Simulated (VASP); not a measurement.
Computed with r2SCAN meta-GGA, VASP's PBE PAW potentials (set 64) (plane waves; VASP).

VASP input:

**KPOINTS**
```
Regular mesh
0
gamma
 12 12 12
```

INCAR:
```
SYSTEM = WSi2
PREC = Accurate
ENCUT = 480
EDIFF = 1E-7
NELM = 100
ALGO = Normal
LREAL = .FALSE.
LASPH = .TRUE.
ISMEAR = 1
SIGMA = 0.1
METAGGA = R2SCAN
LMIXTAU = .TRUE.
LMAXMIX = 6
LWAVE = .FALSE.
LCHARG = .FALSE.
ISIF = 2
```

**POSCAR**
```
WSi2
1
   -1.6064840525     1.6064840525     3.8830760622
    1.6064840525    -1.6064840525     3.8830760622
    1.6064840525     1.6064840525    -3.8830760622
Si W
2 1
Direct
  0.6653823973   0.6653823973   0.0000000000
  0.3346176027   0.3346176027   0.0000000000
  0.0000000000   0.0000000000   0.0000000000
```

POTCAR, in this order: Si W_sv (PBE.64 set). Program: vasp_std.

The run wrote:

OUTCAR:
```
 ion  position               nearest neighbor table
   1  0.665  0.665  0.000-   2 2.57   3 2.60   3 2.61   3 2.61   3 2.61   3 2.61   2 2.62   2 2.62
                             2 2.62   2 2.62
   2  0.335  0.335  0.000-   1 2.57   3 2.60   3 2.61   3 2.61   3 2.61   3 2.61   1 2.62   1 2.62
                             1 2.62   1 2.62
   3  0.000  0.000  0.000-   1 2.60   2 2.60   1 2.61   2 2.61   1 2.61   1 2.61   1 2.61   2 2.61
                             2 2.61   2 2.61
  LATTYP: Found a body centered tetragonal cell.
 ALAT       =     3.2129681050
 C/A-ratio  =     2.4171270522
 Subroutine PRICEL returns:
 Original cell was already a primitive cell.
 Subroutine GETGRP returns: Found 16 space group operations
The static configuration has the point symmetry D_4h.
The dynamic configuration has the point symmetry D_4h.
 Subroutine INISYM returns: Found 16 space group operations
 Subroutine IBZKPT returns following result:
 Found    163 irreducible k-points:

 Following reciprocal coordinates:
            Coordinates               Weight
  0.000000  0.000000  0.000000      1.000000
  0.083333  0.000000  0.000000      8.000000
  0.166667  0.000000  0.000000      8.000000
  0.250000  0.000000  0.000000      8.000000
  0.333333  0.000000  0.000000      8.000000
  0.416667  0.000000  0.000000      8.000000
  0.500000  0.000000  0.000000      4.000000
  0.083333  0.083333  0.000000      8.000000
  0.166667  0.083333 -0.000000     16.000000
  0.250000  0.083333  0.000000     16.000000
  0.333333  0.083333  0.000000     16.000000
  0.416667  0.083333  0.000000     16.000000
  0.500000  0.083333  0.000000     16.000000
 -0.416667  0.083333  0.000000     16.000000
 -0.333333  0.083333  0.000000     16.000000
 -0.250000  0.083333 -0.000000     16.000000
 -0.166667  0.083333  0.000000     16.000000
 -0.083333  0.083333  0.000000      4.000000
  0.166667  0.166667  0.000000      8.000000
  0.250000  0.166667  0.000000     16.000000
  0.333333  0.166667 -0.000000     16.000000
  0.416667  0.166667 -0.000000     16.000000
  0.500000  0.166667  0.000000     16.000000
 -0.416667  0.166667  0.000000     16.000000
 -0.333333  0.166667  0.000000     16.000000
 -0.250000  0.166667 -0.000000     16.000000
 -0.166667  0.166667  0.000000      4.000000
  0.250000  0.250000  0.000000      8.000000
  0.333333  0.250000 -0.000000     16.000000
  0.416667  0.250000  0.000000     16.000000
  0.500000  0.250000  0.000000     16.000000
 -0.416667  0.250000  0.000000     16.000000
 -0.333333  0.250000  0.000000     16.000000
 -0.250000  0.250000  0.000000      4.000000
  0.333333  0.333333  0.000000      8.000000
  0.416667  0.333333  0.000000     16.000000
  0.500000  0.333333  0.000000     16.000000
 -0.416667  0.333333 -0.000000     16.000000
 -0.333333  0.333333  0.000000      4.000000
  0.416667  0.416667  0.000000      8.000000
   k-points           NKPTS =    163   k-points in BZ     NKDIM =    163   number of bands    NBANDS=     15
   number of dos      NEDOS =    301   number of ions     NIONS =      3
   total plane-waves  NPLWV =  32768
   dimension x,y,z NGX =    32 NGY =   32 NGZ =   32
   dimension x,y,z NGXF=    64 NGYF=   64 NGZF=   64
   ions per type =               2   1
   PREC   = accura    normal or accurate (medium, high low for compatibility)
   ISTART =      0    job   : 0-new  1-cont  2-samecut
   ICHARG =      2    charge: 1-file 2-atom 10-const
   ISPIN  =      1    spin polarized calculation?
   LNONCOLLINEAR =      F non collinear calculations
   LSORBIT =      F    spin-orbit coupling
   INIWAV =      1    electr: 0-lowe 1-rand  2-diag
   ENCUT  =  480.0 eV  35.28 Ry    5.94 a.u.   8.04  8.04  8.04*2*pi/ulx,y,z
...
```

**OSZICAR**
```
       N       E                     dE             d eps       ncg     rms          rms(c)
DAV:   1     0.759893979167E+02    0.75989E+02   -0.11098E+04  4890   0.144E+03
DAV:   2    -0.708157748657E+02   -0.14681E+03   -0.14494E+03  5646   0.359E+02
DAV:   3    -0.749167193948E+02   -0.41009E+01   -0.40354E+01  6563   0.523E+01
DAV:   4    -0.749441745404E+02   -0.27455E-01   -0.27451E-01  5555   0.505E+00
DAV:   5    -0.749445232068E+02   -0.34867E-03   -0.34866E-03  6507   0.565E-01    0.277E+01
DAV:   6    -0.698630950421E+02    0.50814E+01   -0.34768E+00  5366   0.214E+01    0.810E+00
DAV:   7    -0.695774048042E+02    0.28569E+00   -0.32324E-01  5723   0.528E+00    0.392E+00
DAV:   8    -0.698561375556E+02   -0.27873E+00   -0.28145E-01  5296   0.567E+00    0.620E-01
DAV:   9    -0.698076519800E+02    0.48486E-01   -0.81188E-02  5114   0.320E+00    0.397E-01
DAV:  10    -0.698086344015E+02   -0.98242E-03   -0.14793E-03  6388   0.331E-01    0.320E-01
DAV:  11    -0.698108370836E+02   -0.22027E-02   -0.17086E-03  5954   0.345E-01    0.427E-01
DAV:  12    -0.698101739791E+02    0.66310E-03   -0.87968E-03  5359   0.109E+00    0.454E-01
DAV:  13    -0.698131207321E+02   -0.29468E-02   -0.24654E-03  5135   0.590E-01    0.335E-01
DAV:  14    -0.698129872017E+02    0.13353E-03   -0.33570E-04  6143   0.150E-01    0.207E-01
DAV:  15    -0.698129969205E+02   -0.97189E-05   -0.54474E-05  5842   0.876E-02    0.118E-01
DAV:  16    -0.698129773573E+02    0.19563E-04   -0.10742E-04  6094   0.871E-02    0.280E-02
DAV:  17    -0.698129806448E+02   -0.32875E-05   -0.64137E-06  5394   0.252E-02    0.261E-02
DAV:  18    -0.698129784896E+02    0.21553E-05   -0.68752E-06  6178   0.208E-02    0.508E-03
DAV:  19    -0.698129783719E+02    0.11761E-06   -0.77175E-07  6234   0.631E-03    0.177E-03
DAV:  20    -0.698129784694E+02   -0.97455E-07   -0.27938E-08  2739   0.168E-03
   1 F= -.69812978E+02 E0= -.69812958E+02  d E =-.629037E-04
```

### OUTCAR
```
------------------------ aborting loop because EDIFF is reached ----------------------------------------
  FORCE on cell =-STRESS in cart. coord.  units (eV):
  Direction    XX          YY          ZZ          XY          YZ          ZX
  --------------------------------------------------------------------------------------
  Total        0.1135730      0.1135730      0.7524643      0.0000000      0.0000000      0.0000000
  in kB        4.5393839      4.5393839     30.0751458      0.0000000      0.0000000      0.0000000
  external PRESSURE =      13.0513046 kB  Pullay stress =       0.0000000 kB
  volume of cell :       40.09
      direct lattice vectors                 reciprocal lattice vectors
    -1.606484052  1.606484052  3.883076062     0.000000000  0.311238695  0.128763895
     1.606484052 -1.606484052  3.883076062     0.311238695  0.000000000  0.128763895
     1.606484052  1.606484052 -3.883076062     0.311238695  0.311238695  0.000000000
 POSITION                                       TOTAL-FORCE (eV/Angst)
 -----------------------------------------------------------------------------------
      0.00000      0.00000      5.16746         0.000000      0.000000      0.014220
      0.00000      0.00000      2.59869        -0.000000     -0.000000     -0.014220
      0.00000      0.00000      0.00000        -0.000000     -0.000000      0.000000
 -----------------------------------------------------------------------------------
    total drift:                               -0.000000      0.000000     -0.000000
  FREE ENERGIE OF THE ION-ELECTRON SYSTEM (eV)
  ---------------------------------------------------
  free  energy   TOTEN  =       -69.8129784694 eV

  energy  without entropy=      -69.8129155657  energy(sigma->0) =      -69.81295750
```
(Selected blocks of OUTCAR.)

The compound is WSi2 in the MoSi2 type structure. This cell was strained or had an atom moved on purpose.
